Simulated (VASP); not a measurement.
Output of a VASP run:

OSZICAR:
```
...
       N       E                     dE             d eps       ncg     rms          rms(c)
DAV:   1    -0.201203254244E+03   -0.29249E-02   -0.50516E-01   268   0.126E+00    0.199E-01
RMM:   2    -0.201205552541E+03   -0.22983E-02   -0.26682E-02   268   0.290E-01    0.797E-02
RMM:   3    -0.201206023609E+03   -0.47107E-03   -0.50595E-03   289   0.121E-01    0.801E-02
RMM:   4    -0.201205996975E+03    0.26633E-04   -0.66413E-04   285   0.457E-02    0.488E-02
RMM:   5    -0.201205967263E+03    0.29712E-04   -0.22720E-04   270   0.263E-02    0.331E-02
RMM:   6    -0.201205957368E+03    0.98950E-05   -0.12800E-04   252   0.181E-02    0.116E-02
RMM:   7    -0.201205956101E+03    0.12670E-05   -0.17156E-05   171   0.736E-03
  14 F= -.20120596E+03 E0= -.20115242E+03  d E =-.563298E-02
       N       E                     dE             d eps       ncg     rms          rms(c)
DAV:   1    -0.201206230143E+03   -0.27278E-03   -0.14017E-01   280   0.662E-01    0.104E-01
RMM:   2    -0.201206906762E+03   -0.67662E-03   -0.76994E-03   268   0.155E-01    0.423E-02
RMM:   3    -0.201207042844E+03   -0.13608E-03   -0.14507E-03   289   0.646E-02    0.429E-02
RMM:   4    -0.201207036606E+03    0.62378E-05   -0.19399E-04   258   0.245E-02    0.269E-02
RMM:   5    -0.201207026712E+03    0.98943E-05   -0.69903E-05   219   0.143E-02
  15 F= -.20120703E+03 E0= -.20115381E+03  d E =-.670359E-02
       N       E                     dE             d eps       ncg     rms          rms(c)
DAV:   1    -0.201202412049E+03    0.46246E-02   -0.54824E-01   284   0.131E+00    0.205E-01
RMM:   2    -0.201204953372E+03   -0.25413E-02   -0.29664E-02   268   0.304E-01    0.789E-02
RMM:   3    -0.201205538725E+03   -0.58535E-03   -0.56362E-03   290   0.127E-01    0.806E-02
RMM:   4    -0.201205532617E+03    0.61083E-05   -0.75464E-04   286   0.478E-02    0.517E-02
RMM:   5    -0.201205497813E+03    0.34804E-04   -0.27903E-04   272   0.288E-02    0.290E-02
RMM:   6    -0.201205496349E+03    0.14643E-05   -0.12116E-04   254   0.180E-02    0.126E-02
RMM:   7    -0.201205494606E+03    0.17422E-05   -0.16072E-05   170   0.727E-03
  16 F= -.20120549E+03 E0= -.20115313E+03  d E =-.517149E-02
       N       E                     dE             d eps       ncg     rms          rms(c)
DAV:   1    -0.201205323239E+03    0.17311E-03   -0.33427E-01   268   0.102E+00    0.159E-01
RMM:   2    -0.201206839095E+03   -0.15159E-02   -0.17606E-02   268   0.234E-01    0.634E-02
RMM:   3    -0.201207174225E+03   -0.33513E-03   -0.33258E-03   289   0.977E-02    0.640E-02
RMM:   4    -0.201207164652E+03    0.95729E-05   -0.43973E-04   285   0.370E-02    0.398E-02
RMM:   5    -0.201207148650E+03    0.16002E-04   -0.15605E-04   257   0.217E-02    0.247E-02
RMM:   6    -0.201207151210E+03   -0.25597E-05   -0.83768E-05   240   0.146E-02
  17 F= -.20120715E+03 E0= -.20115412E+03  d E =-.682809E-02
       N       E                     dE             d eps       ncg     rms          rms(c)
DAV:   1    -0.201208205716E+03   -0.10571E-02   -0.10781E-01   268   0.647E-01    0.103E-01
RMM:   2    -0.201208723904E+03   -0.51819E-03   -0.61919E-03   268   0.152E-01    0.406E-02
RMM:   3    -0.201208819572E+03   -0.95668E-04   -0.11257E-03   287   0.627E-02    0.377E-02
RMM:   4    -0.201208812186E+03    0.73862E-05   -0.15463E-04   255   0.240E-02    0.225E-02
RMM:   5    -0.201208806737E+03    0.54488E-05   -0.51614E-05   215   0.133E-02
  18 F= -.20120881E+03 E0= -.20115610E+03  d E =-.165553E-02
```

File OUTCAR:
```
------------------------ aborting loop because EDIFF is reached ----------------------------------------
  FORCE on cell =-STRESS in cart. coord.  units (eV):
  Direction    XX          YY          ZZ          XY          YZ          ZX
  --------------------------------------------------------------------------------------
  Total       16.2674917     16.3244538     16.3052970     -0.5524500     -0.1503813      0.2106972
  in kB       20.1988821     20.2696103     20.2458238     -0.6859615     -0.1867242      0.2616167
  external PRESSURE =      20.2381054 kB  Pullay stress =       0.0000000 kB
  volume of cell :     1290.34
      direct lattice vectors                 reciprocal lattice vectors
     0.000000000  8.640879507  8.640879507    -0.057864480  0.057864480  0.057864480
     8.640879507  0.000000000  8.640879507     0.057864480 -0.057864480  0.057864480
     8.640879507  8.640879507  0.000000000     0.057864480  0.057864480 -0.057864480
  FREE ENERGIE OF THE ION-ELECTRON SYSTEM (eV)
  ---------------------------------------------------
  free  energy   TOTEN  =      -201.2088067372 eV

  energy  without entropy=     -201.1033902087  energy(sigma->0) =     -201.15609847

 reached required accuracy - stopping structural energy minimisation
```
(Selected blocks of OUTCAR.)

POSCAR:
```
Ga26As27
1
   -0.0000000000     8.6408795073     8.6408795073
    8.6408795073    -0.0000000000     8.6408795073
    8.6408795073     8.6408795073    -0.0000000000
Ga As
26 27
Direct
  0.0000000000   0.0000000000   0.0000000000
  0.0000000000   0.0000000000   0.3333330000
  0.0000000000   0.0000000000   0.6666670000
  0.0000000000   0.3333330000   0.0000000000
  0.0000000000   0.3333330000   0.3333330000
  0.0000000000   0.3333330000   0.6666670000
  0.0000000000   0.6666670000   0.0000000000
  0.0000000000   0.6666670000   0.3333330000
  0.0000000000   0.6666670000   0.6666670000
  0.3333330000   0.0000000000   0.0000000000
  0.3333330000   0.0000000000   0.3333330000
  0.3333330000   0.0000000000   0.6666670000
  0.3333330000   0.3333330000   0.0000000000
  0.3333330000   0.3333330000   0.3333330000
  0.3333330000   0.6666670000   0.0000000000
  0.3333330000   0.6666670000   0.3333330000
  0.3333330000   0.6666670000   0.6666670000
  0.6666670000   0.0000000000   0.0000000000
  0.6666670000   0.0000000000   0.3333330000
  0.6666670000   0.0000000000   0.6666670000
  0.6666670000   0.3333330000   0.0000000000
  0.6666670000   0.3333330000   0.3333330000
  0.6666670000   0.3333330000   0.6666670000
  0.6666670000   0.6666670000   0.0000000000
  0.6666670000   0.6666670000   0.3333330000
  0.6666670000   0.6666670000   0.6666670000
  0.0833330000   0.0833330000   0.0833330000
  0.0833330000   0.0833330000   0.4166670000
  0.0833330000   0.0833330000   0.7500000000
  0.0833330000   0.4166670000   0.0833330000
  0.0833330000   0.4166670000   0.4166670000
  0.0836860000   0.4186900000   0.7534260000
  0.0833330000   0.7500000000   0.0833330000
  0.0833330000   0.7500000000   0.4166670000
  0.0833330000   0.7500000000   0.7500000000
  0.4166670000   0.0833330000   0.0833330000
  0.4166670000   0.0833330000   0.4166670000
  0.4191760000   0.0846210000   0.7526010000
  0.4166670000   0.4166670000   0.0833330000
  0.4149380000   0.4207300000   0.4150490000
  0.4136220000   0.4161530000   0.7551250000
  0.4166670000   0.7500000000   0.0833330000
  0.4166670000   0.7500000000   0.4166670000
  0.4166670000   0.7500000000   0.7500000000
  0.7500000000   0.0833330000   0.0833330000
  0.7500000000   0.0833330000   0.4166670000
  0.7500000000   0.0833330000   0.7500000000
  0.7500000000   0.4166670000   0.0833330000
  0.7500000000   0.4166670000   0.4166670000
  0.7500000000   0.4166670000   0.7500000000
  0.7500000000   0.7500000000   0.0833330000
  0.7500000000   0.7500000000   0.4166670000
  0.7500000000   0.7500000000   0.7500000000
```

Problem. Reconstruct the remaining input files.

Solution. One answer among several that fit: the input of the run itself, PBE GGA, plane waves, VASP's PBE PAW potentials (set 64).

**KPOINTS**
```
Automatic mesh
0
Gamma
 1 1 1
```

**INCAR**
```
SIGMA=0.05   # width (eV)
NELMIN=4
EDIFF=1E-5   # SCF stop (eV)
LCHARG=.FALSE.
NELECT=214.0
PREC=Normal
ISYM=0
NELM=100
NSW=60   # most ionic steps
LMAXMIX=4   # l cut-off of mixed one-centre charges
SYSTEM=Ga26As27
LREAL=Auto
ISIF=2
IBRION=2   # conjugate gradients
GGA=PE
ISMEAR=0   # Gaussian
LWAVE=.FALSE.
ENCUT=400   # plane-wave cut-off (eV)
ALGO=Fast   # Davidson, then RMM-DIIS
EDIFFG=-0.03
LASPH=.TRUE.
```

POTCAR, in this order: Ga As (PBE.64 set). Program: vasp_gam.

The cell is charged, with a uniform compensating background. The supercell is sampled at Γ alone, which is coarse: total energies, pressure and levels can be off, energies of defects by several tenths of an eV.

The cell is a supercell with a defect, built from a database entry that may be metastable or hypothetical: vac_Ga, charge -1. The run is not spin-polarised, so no state with unpaired spins was tried.
